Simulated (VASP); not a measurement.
# Sr3B (Fm-3m) in VASP: a series of runs

One crystal, Sr3B, is run at these levels: PBE, LDA; tasks: relaxation of cell and atoms.

Everything below comes from runs of VASP 6.6.1. Logs are shortened: lines on timing, memory, paths and dates and some standing lists are left out, and cuts for length are marked.

## Step 1: The crystal as given

Symmetry: Fm-3m, No. 225, cubic system. Conventional cell: a = 8.088 Å, b = 8.088 Å, c = 8.088 Å, α = 90.00°, β = 90.00°, γ = 90.00°. Around Sr (site symmetry m-3m) lie 8 Sr at 3.50 Å. Sr (site symmetry -43m) has 4 Sr at 3.50 Å and 4 B at 3.50 Å as nearest neighbours. B (site symmetry m-3m) is surrounded by 8 Sr at 3.50 Å.

The cell was built by a generator and needn't be a form met in nature.

## Step 2: Relaxation of cell and atoms, PBE

INCAR

```
SYSTEM = Sr3B
PREC     = Accurate       ! precision mode
ENCUT    = 600            ! plane-wave cutoff, eV
EDIFF    = 1E-6           ! SCF threshold, eV
ISMEAR   = 1              ! smearing method
SIGMA    = 0.1            ! smearing width, eV
LREAL    = .False.        ! projectors in reciprocal space
LASPH    = .True.         ! aspherical terms in the spheres
NELM     = 100            ! most SCF steps
ALGO     = Fast           ! electronic algorithm
ISIF     = 3              ! what is computed and relaxed
LWAVE    = .False.        ! write WAVECAR
LCHARG   = .False.        ! write CHGCAR
GGA      = PE             ! functional
IBRION   = 2              ! ionic algorithm
NSW      = 60             ! ionic steps
EDIFFG   = -0.01          ! ionic threshold
```

KPOINTS

```
Automatic mesh
0
Gamma
  6 6 6
  0 0 0
```

POSCAR

```
Sr3B
1.0
    0.0000000000      4.0437800000      4.0437800000
    4.0437800000      0.0000000000      4.0437800000
    4.0437800000      4.0437800000      0.0000000000
Sr B
3 1
Direct
    0.0000000000      0.0000000000      0.0000000000
    0.2500000000      0.2500000000      0.2500000000
    0.7500000000      0.7500000000      0.7500000000
    0.5000000000      0.5000000000      0.5000000000
```

Potentials or basis: VASP PAW PBE potentials, release 64 (Sr_sv, B).

On the command line:

```console
cat potpaw_PBE.64/Sr_sv/POTCAR potpaw_PBE.64/B/POTCAR > POTCAR
mpirun -np 1 vasp_std > vasp.out
```

OUTCAR:

```text
SYSTEM = Sr3B
   PREC = Accurate
   ENCUT = 600
   EDIFF = 1E-6
   ISMEAR = 1
   LREAL = .False.
   LASPH = .True.
   NELM = 100
   ISIF = 3
   GGA = PE
   IBRION = 2
   NSW = 60
   EDIFFG = -0.01

 ion  position               nearest neighbor table
   1  0.000  0.000  0.000-   3 3.50   3 3.50   3 3.50   2 3.50   3 3.50   2 3.50   2 3.50   2 3.50

   2  0.250  0.250  0.250-   1 3.50   1 3.50   1 3.50   1 3.50   4 3.50   4 3.50   4 3.50   4 3.50
                             3 4.04   3 4.04   3 4.04   3 4.04   3 4.04   3 4.04
   3  0.750  0.750  0.750-   4 3.50   4 3.50   4 3.50   1 3.50   4 3.50   1 3.50   1 3.50   1 3.50
                             2 4.04   2 4.04   2 4.04   2 4.04   2 4.04   2 4.04
   4  0.500  0.500  0.500-   2 3.50   2 3.50   2 3.50   2 3.50   3 3.50   3 3.50   3 3.50   3 3.50

  LATTYP: Found a face centered cubic cell.
 ALAT       =     8.0875600000

  Lattice vectors:

 A1 = (   0.0000000000,   4.0437800000,   4.0437800000)
 A2 = (   4.0437800000,   0.0000000000,   4.0437800000)
 A3 = (   4.0437800000,   4.0437800000,   0.0000000000)

Analysis of symmetry for initial positions (statically):
=====================================================================
 Subroutine PRICEL returns:
 Original cell was already a primitive cell.

 Routine SETGRP: Setting up the symmetry group for a
 face centered cubic supercell.

 Subroutine GETGRP returns: Found 48 space group operations
 (whereof 48 operations were pure point group operations)
 out of a pool of 48 trial point group operations.

The static configuration has the point symmetry O_h .

Analysis of symmetry for dynamics (positions and initial velocities):
=====================================================================
 Subroutine PRICEL returns:
 Original cell was already a primitive cell.

 Routine SETGRP: Setting up the symmetry group for a
 face centered cubic supercell.

 Subroutine GETGRP returns: Found 48 space group operations
 (whereof 48 operations were pure point group operations)
 out of a pool of 48 trial point group operations.

The dynamic configuration has the point symmetry O_h .

 Subroutine INISYM returns: Found 48 space group operations
 (whereof 48 operations are pure point group operations),
 and found     1 'primitive' translations

[... 87 lines left out ...]
   ENCUT  =  600.0 eV  44.10 Ry    6.64 a.u.  11.42 11.42 11.42*2*pi/ulx,y,z
   NELM   =    100;   NELMIN=  2; NELMDL= -5     # of ELM steps
   EDIFF  = 0.1E-05   stopping-criterion for ELM
   LREAL  =      F    real-space projection
   EDIFFG = -.1E-01   stopping-criterion for IOM
   NSW    =     60    number of steps for IOM
   IBRION =      2    ionic relax: 0-MD 1-quasi-New 2-CG
   NFREE  =      1    steps in history (QN), initial steepest desc. (CG)
   ISIF   =      3    stress and relaxation
   ISYM   =      2    0-nonsym 1-usesym 2-fastsym
   POTIM  = 0.5000    time-step for ionic-motion
   TEBEG  =    0.0;   TEEND  =   0.0 temperature during run
   PSTRESS=    0.0 pullay stress
   NELECT =      33.0000    total number of electrons
   NUPDOWN=      -1.0000    fix difference up-down
   EMIN   =  10.00;   EMAX   =-10.00  energy-range for DOS
   EFERMI =   0.00;   METHOD = LEGACY
   ISMEAR =     1;   SIGMA  =   0.10  broadening in eV -4-tet -1-fermi 0-gaus
   EFERMI_NEDOS =   21; number of points for ismear=-14 and -15
   IALGO  =     68    algorithm
   IMIX   =      4    mixing-type and parameters
     AMIX     =   0.40;   BMIX     =  1.00
     AMIX_MAG =   1.60;   BMIX_MAG =  1.00
  volume/ion in A,a.u.               =      33.06       223.12
  Fermi-wavevector in a.u.,A,eV,Ry     =   1.030660  1.947664 14.452917  1.062259
  Thomas-Fermi vector in A             =   2.164769
   LORBIT       =      0    0 simple, 1 ext, 2 COOP (PROOUT), +10 PAW based schemes
   GGA     = PE    functional components
   LHFCALC =     F    Hartree Fock is set to
   AEXX    =    0.0000 exact exchange contribution
   IVDW    =     0    specifies the selected vdW correction
   LEPSILON=     F    determine dielectric tensor
   LRPA    =     F    only Hartree local field effects (RPA)
 conjugate gradient relaxation of ions
 non-spin polarized calculation
 RMM-DIIS sequential band-by-band and
 Methfessel and Paxton  Order N= 1 SIGMA  =   0.10
  energy-cutoff  :      600.00
  volume of cell :      132.25
 maximum number of plane-waves:      4477
 NGX is ok and might be reduce to    48
   NGX = 23   NGY = 23   NGZ = 23

 number of electron      33.0000000 magnetization

 Free energy of the ion-electron system (eV)
  ---------------------------------------------------
  ext. energy  EPLUGINS =         0.00000000
  ---------------------------------------------------
  free energy    TOTEN  =        -7.91721376 eV

  energy without entropy =       -7.91848331  energy(sigma->0) =       -7.91763694

 E-fermi :   2.6855     XC(G=0):  -8.5490

 val. band max:        2.5753743086   @ k =   0.3333   0.3333   0.0000
 cond. band min:       2.6881379159   @ k =   0.1667   0.1667   0.0000
 fundamental gap:      0.1127636074
 Fermi energy:         2.6854630543

 k-point     1 :       0.0000    0.0000    0.0000
  band No.  band energies     occupation
      1     -34.0086      2.00000
      2     -33.4787      2.00000
      3     -33.4608      2.00000
      4     -16.1423      2.00000
      5     -16.1423      2.00000
      6     -16.1423      2.00000
[... 357 lines left out ...]
     19       3.6671     -0.00000
     20       4.1371     -0.00000

------------------------ aborting loop because EDIFF is reached ----------------------------------------

  FORCE on cell =-STRESS in cart. coord.  units (eV):
  Direction    XX          YY          ZZ          XY          YZ          ZX
  --------------------------------------------------------------------------------------
  -------------------------------------------------------------------------------------
  Total        0.0340528      0.0340528      0.0340528      0.0000000     -0.0000000      0.0000000
  in kB        0.4125444      0.4125444      0.4125444      0.0000000     -0.0000000      0.0000000
  external PRESSURE =       0.4125444 kB  Pullay stress =       0.0000000 kB

 VOLUME and BASIS-vectors are now :
 -----------------------------------------------------------------------------
  energy-cutoff  :      600.00
  volume of cell :      132.25
      direct lattice vectors                 reciprocal lattice vectors
     0.000000000  4.043780000  4.043780000    -0.123646687  0.123646687  0.123646687
     4.043780000  0.000000000  4.043780000     0.123646687 -0.123646687  0.123646687
     4.043780000  4.043780000  0.000000000     0.123646687  0.123646687 -0.123646687

 POSITION                                       TOTAL-FORCE (eV/Angst)
 -----------------------------------------------------------------------------------
      0.00000      0.00000      0.00000         0.000000      0.000000      0.000000
      2.02189      2.02189      2.02189        -0.000000     -0.000000      0.000000
      6.06567      6.06567      6.06567         0.000000      0.000000     -0.000000
      4.04378      4.04378      4.04378         0.000000      0.000000      0.000000
 -----------------------------------------------------------------------------------
    total drift:                               -0.000000     -0.000000     -0.000000

  FREE ENERGIE OF THE ION-ELECTRON SYSTEM (eV)
  ---------------------------------------------------
  free  energy   TOTEN  =        -7.9172137600 eV

  energy  without entropy=       -7.9184833054  energy(sigma->0) =       -7.91763694

 reached required accuracy - stopping structural energy minimisation
```

OSZICAR:

```text
N       E                     dE             d eps       ncg     rms          rms(c)
DAV:   1     0.211331155235E+03    0.21133E+03   -0.16405E+04   640   0.161E+03
DAV:   2     0.758731788902E+01   -0.20374E+03   -0.19942E+03   780   0.319E+02
DAV:   3    -0.776151595472E+01   -0.15349E+02   -0.14981E+02  1072   0.677E+01
DAV:   4    -0.853134041600E+01   -0.76982E+00   -0.76212E+00   924   0.127E+01
[... 12 lines left out ...]
RMM:  17    -0.791720671521E+01   -0.51101E-05   -0.53763E-05   647   0.174E-02    0.110E-02
RMM:  18    -0.791721030871E+01   -0.35935E-05   -0.33591E-05   578   0.135E-02    0.780E-03
RMM:  19    -0.791721202278E+01   -0.17141E-05   -0.17197E-05   477   0.895E-03    0.629E-03
RMM:  20    -0.791721319852E+01   -0.11757E-05   -0.10305E-05   503   0.728E-03    0.356E-03
RMM:  21    -0.791721376004E+01   -0.56153E-06   -0.51842E-06   389   0.565E-03
   1 F= -.79172138E+01 E0= -.79176369E+01  d E =-.791721E+01
```

Run time: 66 s. Hardware: 1 thread of AMD EPYC 9R45 (Zen 5), shared host; peak memory 0.3 GiB.

What came out:

```yaml
Free_energy: -7.9172 eV
Pressure_after_relaxing: 0.0 GPa
Band_gap_on_the_k_mesh: none (metal or under the smearing width)
```

Final structure:
```
Sr B
1.0
     0.00000    4.04378    4.04378
     4.04378    0.00000    4.04378
     4.04378    4.04378    0.00000
Sr B
3 1
Direct
  0.00000 0.00000 0.00000
  0.25000 0.25000 0.25000
  0.75000 0.75000 0.75000
  0.50000 0.50000 0.50000
```

Levels at points of the mesh, in eV from the Fermi level:
```csv
k point,band 14,band 15,band 16,band 17,band 18,band 19
"(0.00, 0.00, 0.00)",-0.88,-0.68,-0.68,-0.68,-0.21,-0.21
"(0.50, 0.00, 0.00)",-2.46,-0.87,-0.87,0.66,0.90,0.98
"(0.50, 0.50, 0.00)",-2.09,-0.80,-0.70,-0.24,-0.24,1.29
```

Caveat: the relaxation stopped at its first step, so nothing moved.

## Step 3: Relaxation of cell and atoms, LDA

INCAR

```
ALGO = Normal
EDIFF = 1E-7
EDIFFG = -0.02
ENCUT = 600
IBRION = 2
ISIF = 3
ISMEAR = 1
LASPH = True
LCHARG = False
LREAL = False
LWAVE = False
NELM = 100
NSW = 60
PREC = Accurate
SIGMA = 0.1
```

KPOINTS

```
k-points
0
Gamma
  6 6 6
```

POSCAR is that of step 2.

Potentials or basis: VASP PAW LDA potentials, release 64 (Sr_sv, B).

On the command line:

```console
cat potpaw_LDA.64/Sr_sv/POTCAR potpaw_LDA.64/B/POTCAR > POTCAR
mpirun -np 1 vasp_std > vasp.out
```

It took 2.7 min on 1 thread of AMD EPYC 9R45 (Zen 5), shared host; peak memory 0.25 GiB.

It converged, with:

* Free energy: -9.7403 eV
* Relaxed volume: 28.35 Å³/atom
* Relaxed cell: a = 5.433 Å, b = 5.433 Å, c = 5.433 Å, α = 60.00°, β = 60.00°, γ = 60.00°
* Space group after relaxing (to 0.05 Å): Fm-3m (No. 225)
* Energy gained by relaxing: 40.1 meV/atom
* Ionic steps: 4
* Pressure after relaxing: 0.0 GPa
* Band gap on the k mesh: none (metal or under the smearing width)

The path:
```csv
step,energy change (eV),largest force (eV/Å),pressure (GPa),volume (Å³)
1,0.0000,0.0000,-2.43,132.25
2,-0.1154,0.0000,-1.45,122.87
3,-0.1598,0.0000,-0.23,114.76
4,-0.1606,0.0000,0.05,113.41
```

Final structure:
```xyz
4
Lattice="0.0000 3.8419 3.8419 3.8419 0.0000 3.8419 3.8419 3.8419 0.0000" Properties=species:S:1:pos:R:3 pbc="T T T"
Sr    0.0000    0.0000    0.0000
Sr    1.9209    1.9209    1.9209
Sr    5.7628    5.7628    5.7628
B     3.8419    3.8419    3.8419
```

Levels at points of the mesh, in eV from the Fermi level:
| k point | band 15 | band 16 | band 17 | band 18 | band 19 | band 20 |
| --- | --- | --- | --- | --- | --- | --- |
| (0.00, 0.00, 0.00) | -0.81 | -0.81 | -0.48 | -0.48 | -0.21 | 1.47 |
| (0.50, 0.00, 0.00) | -1.05 | -1.05 | 0.68 | 0.97 | 0.97 | 1.57 |
| (0.50, 0.50, 0.00) | -0.81 | -0.58 | -0.12 | -0.12 | 1.21 | 1.25 |
